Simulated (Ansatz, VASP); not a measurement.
# SiC (Moissanite 3C): VASP beside Ansatz, part 2 of 2

One calculation is typed for both programs; each brings its own data sets. How far apart do they land? The cell is taken from a series of runs on this material, whose earlier steps may have relaxed, scaled, displaced or heated it; both programs get it as it stands.

VASP 6.6.1 and Ansatz 0.2.0.

So far: The starting structure; VASP: zone-centre phonons, LDA.

**3. Ansatz: zone-centre phonons, LDA**

Level of this step: Ansatz beside VASP: Kohn-Sham DFT, plane waves, LDA (Ansatz).

Ansatz runs on its default PAW (the set named soft_2) files.

The same cell, functional (in two slightly different forms), mesh and smearing now go to Ansatz, which takes its cutoff from its data sets.

Contents of input.yaml:

```yaml
crystal:
  lattice:
    - [0.0, 2.1644841291, 2.1644841291]
    - [2.1644841291, 0.0, 2.1644841291]
    - [2.1644841291, 2.1644841291, 0.0]
  atoms:
    - { symbol: Si, position: [0.0, 0.0, 0.0] }
    - { symbol: C, position: [0.75, 0.75, 0.75] }
kpoints:
  mp_grid: { grid: [14, 14, 14] }
hamiltonian:
  xc: lda
scf:
  occupations: { method: fermi_dirac, width: 0.45 }
  n_extra_bands: 8
output:
  eigenvalues: true
phonons:
  method: dfpt
  qmesh: [2, 2, 2]
  temperatures: { t_max: 1000, t_step: 50 }
  qpath:
    path:
      - [[0.0, 0.0, 0.0], [-0.5, -0.5, 0.0], [-0.375, -0.375, 0.25]]
      - [[-0.375, 0.0, 0.375], [0.0, 0.0, 0.0], [0.0, 0.0, 0.5], [-0.5, -0.25, 0.25], [-0.5, -0.5, 0.0]]
    npoints: 10
```

Launch:

```console
$ ansatz run input.yaml --threads 4 --pin off --max-ram 8192MiB --backend cpu --events-out ev --progress --plain --runs-dir out
```

Numbers of over 12 decimals in the logs are rounded to 6 here.

Log:

```text
Warning: phonons: the dynamical matrix that this run interpolates holds no multipole term above the dipole-dipole one, and a site of this crystal is no centre of inversion, so its interpolated transverse optical and acoustic branches and sound speeds can stay off near Gamma, and the density of states and the thermodynamics with them. What a run solves at a wave vector of phonons.qpoints, Gamma apart, where the deck admits one, is free of this, and under fd what a larger phonons.supercell samples
scf.n_extra_bands = 8 over 4 filled bands (N_el = 8.0): the run solves 12 bands
Engine: ansatz 0.2.0, aarch64-unknown-linux-gnu
Pseudopotentials: kind: paw
Pseudopotential: Si, paw, valence charge 4, recommended cutoff 420 eV (normal), Si.paw.azcp
Pseudopotential: C, paw, valence charge 4, recommended cutoff 420 eV (normal), C.paw.azcp
Functional definition: SPW92
  exchange = slater_x
  correlation = pw_c
Crystal: 2 atoms, lattice volume = 20.281 Å³
Basis set: ecut = 420 eV, 411 PW (Γ), exchange–correlation on 48×48×48 points (8 copies of the dense FFT grid, shifted against one another)
Bands: 12, of which v1, the nominal top of the filled ones, is band 4 counted from 1 (3 counted from 0)
Symmetry: 24 space group operations
k-points: 104 of 2744 (time reversal used)
Non-local potential: Si, projectors of the file, l = 0: 2, l = 1: 2, l = 2: 2
Non-local potential: C, projectors of the file, l = 0: 2, l = 1: 2, l = 2: 1
PAW form: soft (Blöchl's): semilocal exchange-correlation on the pseudo side does not see the compensation charge
PAW frozen core: Si, regenerated for the run's functional, and the local potential with it (the file was generated under x = pbe(κ = 0.804, μ = 0.219515), c = pbe(β = 0.066725))
PAW frozen core: C, regenerated for the run's functional, and the local potential with it (the file was generated under x = pbe(κ = 0.804, μ = 0.219515), c = pbe(β = 0.066725))
PAW one-centre angular grid: Si, 110 points (default); XC on 64 Gauss nodes
PAW one-centre angular grid: C, 110 points (default); XC on 64 Gauss nodes
Initial density: superposition of atomic densities (neutral atoms: chi_scale 0, normalization atom), corrected by the library's trained network
Initial wavefunctions: pseudopotential atomic-orbital guess
Functional: x = slater, c = lda
SCF iter   1: F=—  HF=-852.220696 eV  |F-HF|=—  |Δ(HF+E_count)|=         —  Δρ=8.40e-3  dr2=1.55e-2  ethr=1.77e-3  ⟨swp⟩=5.2  Hψ=8271  notcnv=0
preconditioner: auto → none  [insulator: Δε(μ)=1.229 eV  Ē_g=18.831 eV  σ=0.450 eV  W_gap=0.50  n_scr=0 (ndim 8)  ℏωp=23.3 eV  f_vac=0.000  D(μ)=0.07/eV (n_scr^D=0)  ε∞_Penn≈2.5]
SCF iter   2: F=—  HF=-852.216463 eV  |F-HF|=—  |Δ(HF+E_count)|=   4.23e-3  Δρ=3.77e-3  dr2=1.42e-3  ethr=1.93e-4  ⟨swp⟩=1.0  Hψ=2080  notcnv=0
SCF iter   3: F=—  HF=-852.216078 eV  |F-HF|=—  |Δ(HF+E_count)|=   3.85e-4  Δρ=1.56e-3  dr2=1.99e-4  ethr=1.78e-5  ⟨swp⟩=2.2  Hψ=1579  notcnv=0
SCF iter   4: F=—  HF=-852.216029 eV  |F-HF|=—  |Δ(HF+E_count)|=   4.89e-5  Δρ=2.39e-4  dr2=4.98e-6  ethr=2.49e-6  ⟨swp⟩=1.0  Hψ=1245  notcnv=0
SCF iter   5: F=—  HF=-852.216029 eV  |F-HF|=—  |Δ(HF+E_count)|=   2.93e-7  Δρ=1.27e-5  dr2=1.28e-8  ethr=6.22e-8  ⟨swp⟩=1.2  Hψ=1290  notcnv=0
SCF iter   6: F=—  HF=-852.216027 eV  |F-HF|=—  |Δ(HF+E_count)|=   1.58e-6  Δρ=1.04e-6  dr2=8.11e-11  ethr=1.60e-10  ⟨swp⟩=2.3  Hψ=1640  notcnv=0
SCF iter   7: F=-852.216027 eV  HF=-852.216027 eV  |F-HF|=9.09e-13  |Δ(HF+E_count)|=  3.99e-11  Δρ=1.22e-7  dr2=1.77e-12  ethr=1.00e-12  ⟨swp⟩=5.3  Hψ=3758  notcnv=0
SCF 1 converged in 7 iterations: F = -852.216027 eV  dr2 = 1.77e-12
  greatest PAW one-centre occupation: 0.641 electrons in one spin orbital (limit 2), on the C atom at site 1 (counted from 0), in its partial waves of l = 0
Initial density: read from a saved state, or passed on in memory by an earlier SCF of this step, an earlier step, the calling program or the single point that the run made first
iter 1 solved again at ethr=1.15e-7 eV; its pass at ethr=3.10e-3 eV (dr2=9.20e-6 eV) is discarded
SCF iter   1: F=—  HF=-852.216027 eV  |F-HF|=—  |Δ(HF+E_count)|=         —  Δρ=1.67e-7  dr2=2.37e-12  ethr=1.15e-7  ⟨swp⟩=3.1  Hψ=11418  notcnv=0
eigensolver tolerance schedule: the retry pair's looser diagonalisation over-reported the residual by 3876201.99 of it (diagonalisation noise at an unbounded share of the residual, at the tolerance the schedule requests for it); recorded, not acted on — ethr = c·dr2/N_el stays at c = 1.0e-1
preconditioner: auto → none  [insulator: Δε(μ)=1.318 eV  Ē_g=18.868 eV  σ=0.450 eV  W_gap=0.53  n_scr=0 (ndim 8)  ℏωp=23.3 eV  f_vac=0.000  D(μ)=0.07/eV (n_scr^D=0)  ε∞_Penn≈2.5]
SCF iter   2: F=—  HF=-852.216027 eV  |F-HF|=—  |Δ(HF+E_count)|=   2.72e-7  Δρ=9.49e-8  dr2=1.75e-12  ethr=1.00e-12  ⟨swp⟩=5.9  Hψ=5153  notcnv=0
SCF iter   3: F=-852.216027 eV  HF=-852.216027 eV  |F-HF|=1.14e-13  |Δ(HF+E_count)|=  1.14e-13  Δρ=3.79e-8  dr2=1.67e-13  ethr=1.00e-12  ⟨swp⟩=1.0  Hψ=2991  notcnv=0
SCF 2 converged in 3 iterations: F = -852.216027 eV  dr2 = 1.67e-13
k-points: 428 of 2744 (irreducible under 4 space group operations, time reversal used)
iter 1 solved again at ethr=3.31e-6 eV; its pass at ethr=3.10e-3 eV (dr2=2.65e-4 eV) is discarded
[...]
SCF 3 converged in 7 iterations: F = -852.200733 eV  dr2 = 2.95e-12
  greatest PAW one-centre occupation: 0.640 electrons in one spin orbital (limit 2), on the C atom at site 1 (counted from 0), in its partial waves of l = 0
NSCF: frozen V_eff on 2 k-points
DFPT response loops at Γ: preconditioner auto → none (the input reference at scf.mixing.eps_inf says where Resta's filter doesn't serve); β = 0.50; Broyden in place of MSR1
NSCF: frozen V_eff on 104 k-points
NSCF: frozen V_eff on 244 k-points
DFPT response loops at q = (0, 0, 0) (fractional): preconditioner auto → Kerker (q_TF=auto, 2.336 Å⁻¹) (partly filled bands, converged f_vac=0.000); β = 1.00, the filter's whole step (`scf.mixing.beta` (0.50) is not read by the response loops under this deck's `scf.mixing.preconditioner`; to damp them name `kerker` or `kerker_dos`, under which they read `scf.mixing.beta`, and type it under 1.00, their step now; both keys bind the ground state too); Broyden in place of MSR1
NSCF: frozen V_eff on 1488 k-points
DFPT response loops at q = (0, 0, -0.5) (fractional): mixed as the last ones told, above
NSCF: frozen V_eff on 856 k-points
DFPT response loops at q = (0, -0.5, -0.5) (fractional): mixed as the last ones told, above
SCF converged after 7 iterations
Free energy (F): -852.216027 eV
Harris-Foulkes:  -852.216027 eV  (|F-HF|=9.09e-13)
Internal energy: -852.153698 eV  (E = F + TS)
E sigma→0 (E₀):  -852.184863 eV
Entropy (-TS):   -0.062329 eV (-31.165 meV/atom)
Fermi energy:    10.595383 eV
--- Per-component energies (eV) ---
  E_band       = 28.606680
  E_kinetic    = 136.738765
  E_local      = -104.881737  (includes V_loc(G=0)·N_el)
  E_nonlocal   = 54.184243
  E_hartree    = 31.476256
  E_xc         = -105.055126
  E_vxc        = -109.810613  (∫ρ·V_xc dr)
  E_paw        = -578.069627  (= ΣΔE_a)
  E_vpaw       = -10.576494  (= ΣTr[D̂ρ^β])
  E_aug_tail   = 0.000016  (compensation charges beyond the density's cutoff)
  E_ewald      = -286.693651
  E_core_change = 0.147163  (= ΣΔE_core)
  E_smearing   = -0.062329  (= −TS)
  E_closure    = 0.000000  (closes the sum)
  Σ components = -852.216027   (vs F -852.216027, Δ=0.00e0)
--- Band table (eV; the first three rows and the last of 104) ---
  k-point 0: bands = [-5.9882, 9.4798, 9.4798, 9.4798, 15.9890, 16.8319, 16.8319, 16.8319, ... 4 higher]
  k-point 1: bands = [-5.8865, 8.9399, 9.4087, 9.4087, 16.1589, 16.9441, 16.9650, 16.9650, ... 4 higher]
  k-point 2: bands = [-5.5833, 7.6377, 9.2245, 9.2245, 16.0638, 17.2610, 17.2610, 17.6401, ... 4 higher]
  k-point 103: bands = [-0.5577, 2.3595, 4.4872, 4.7655, 14.3770, 17.9882, 19.3335, 20.2642, ... 4 higher]
--- Phonons (Γ-DFPT): 2 representative perturbations + reference (Σ response iterations 5) ---
  ASR residual: 7.563e-5 → 0.000e0 eV/Å²; symmetrization residual: 8.295e-7 eV/Å²
  ASR residual per site (eV/Å²): 9.69e-6 7.56e-5
  Γ frequencies (cm⁻¹): 0.00 0.00 0.00 788.38 788.38 788.38
  Unit cell's response to a homogeneous field, on a k mesh of 14×14×14: 1 representative field direction (Σ response iterations 7)
  ε∞ (high-frequency dielectric tensor):
        6.920928     0.000000     0.000000
       -0.000000     6.920928     0.000000
        0.000000    -0.000000     6.920928
  ε⁰ (static dielectric tensor): not given — the deck does not say what the cell's rigid motions are, and on a molecule in a box or a wire the rigid rotations would enter the sum over the modes at Γ. For a crystal or a slab, whose only rigid motions are the translations, set phonons.rigid_motions: translations.
  Born effective charges Z* (e; rows j = field, columns β = displacement):
    site 0:
         2.73121   -0.00000    0.00000
         0.00000    2.73121   -0.00000
         0.00000    0.00000    2.73121
    site 1:
        -2.73121    0.00000   -0.00000
        -0.00000   -2.73121    0.00000
        -0.00000   -0.00000   -2.73121
  Z* charge neutrality: 5.956e-7 e pre-enforcement
  k-mesh period / interband length: 42.9 Å / 2.16 Å = 19.88 at k = (0.0000, -0.5000, -0.5000), direct gap 4.532 eV — 14 or more, which is no proof of convergence
  optical modes at Γ without the LO–TO term, one row a degenerate level:
      ω (cm⁻¹)  modes    IR ((D/Å)²/amu)
        788.38      3            61.3680
  optical modes at Γ + LO–TO along q̂ = [1.0000, 0.0000, 0.0000]:
      ω (cm⁻¹)  modes    IR ((D/Å)²/amu)
        788.38      2            40.9120
        965.60      1            20.4560
  optical modes at Γ + LO–TO along q̂ = [0.0000, 1.0000, 0.0000]:
      ω (cm⁻¹)  modes    IR ((D/Å)²/amu)
        788.38      2            40.9120
        965.60      1            20.4560
  optical modes at Γ + LO–TO along q̂ = [0.0000, 0.0000, 1.0000]:
      ω (cm⁻¹)  modes    IR ((D/Å)²/amu)
        788.38      2            40.9120
        965.60      1            20.4560
--- Phonons (arbitrary-q DFPT): 3 irreducible q on the 2×2×2 mesh ---
  q = [0.0000, 0.0000, 0.0000] (star 1, of the zone-centre solve; hermiticity 8.63e-8, symmetrization 2.40e-15): -0.00 -0.00 -0.00 788.38 788.38 788.38
  q = [0.0000, 0.0000, -0.5000] (star 4, 2 solved perturbations on 744 of 2744 k-point pairs; hermiticity 3.19e-8, symmetrization 5.95e-15): 258.28 258.28 602.57 769.48 769.48 833.95
  q = [0.0000, -0.5000, -0.5000] (star 3, 4 solved perturbations in 1344 linear systems a pass and spin channel, the states on 428 of 2744 k-point pairs; hermiticity 4.77e-8, symmetrization 1.55e-15): 362.14 362.14 615.17 766.83 766.83 828.06
  sum rule: each row above includes the acoustic sum rule's correction from the zone centre's row sums; it moved no ω² by more than (1.31 cm⁻¹)²
  mesh force constants: q→R imaginary residual 2.99e-17; ASR residual 7.563e-5 → 0.000e0 eV/Å²; symmetrization residual 1.421e-14 eV/Å²
  interpolated dispersion: 63 rows × 6 modes
  density of states and harmonic sums: on the 26×26×26 q-mesh, interpolated from the force constants of a 2×2×2 supercell (with the dipole–dipole term)
  largest difference from the sums on the solved wave vectors: F 3.19e-2 eV, S 6.47e-5 and C_V 3.18e-5 eV/K
  zero-point energy: 0.219052 eV/cell   skipped modes (ω ≤ 0): 3   left out of the sums: 2.84e-5 of the cell's modes: C_V's classical limit lies that fraction below 3 k_B per atom; for a crystal, a wire or a layer, F and S can be off by more, and a phonons.interpolated_qmesh denser along its periods is the remedy for the sampling
```

The column dr2 measures how far the density is from self-consistency, as an energy; F and HF (Harris–Foulkes) agree once it is small.

**4. Side by side**

Known differences besides the potentials themselves: the two LDA forms differ slightly; VASP's run holds the zone centre alone; the cutoff is 420 eV in Ansatz and 600 eV in VASP; VASP's log shows a relativistic correction to its local exchange, Ansatz's none. Total energies have different zeros and are not compared.

Both answers:

| quantity | Ansatz | VASP | difference |
| --- | --- | --- | --- |
| ε∞ xx | 6.92 | 6.86 | +0.85 % |
| ε∞ yy | 6.92 | 6.86 | +0.85 % |
| ε∞ zz | 6.92 | 6.86 | +0.85 % |
| Born charge of Si1 (mean of the diagonal) (e) | 2.73 | 2.70 | +0.03 |
| Born charge of C2 (mean of the diagonal) (e) | -2.73 | -2.70 | -0.03 |
| optical mode 1 to 3 (cm⁻¹) | 788.4 | 788.5 | -0.02 % |

Modes are paired by rising frequency, not by their patterns, so a pair may set unlike modes beside each other; they are those without the splitting of longitudinal modes.

**5. Summary of results**

```
r.m.s. difference of the optical zone-centre modes, each program's sorted by frequency (zone-centre phonons, LDA) : 0.15 cm⁻¹
difference in ε∞ xx (zone-centre phonons, LDA)                                                                    : +0.9 %
```

The r.m.s. difference of the optical zone-centre modes, each program's sorted by frequency is 0.15 cm⁻¹ (zone-centre phonons, LDA). Among the rows given in per cent, the largest difference of the zone-centre phonons, LDA pair is in ε∞ xx, +0.9 %. Such differences can come from data sets, numerical settings and the points named under the comparisons, not from the functional's error against experiment.

[Lines on the potential files, build, host, timing and source positions are cut from VASP's logs without a mark.]

[Logs are printed without paths, hosts, clocks, repeated set-up lines and the standing remarks that a program may print on its own settings, such as how far it seeks lower states.]

[Hosts, paths, dates, database ids (printed as entryN), source tags and the programs' standing remarks are cut or masked in the printed files.]
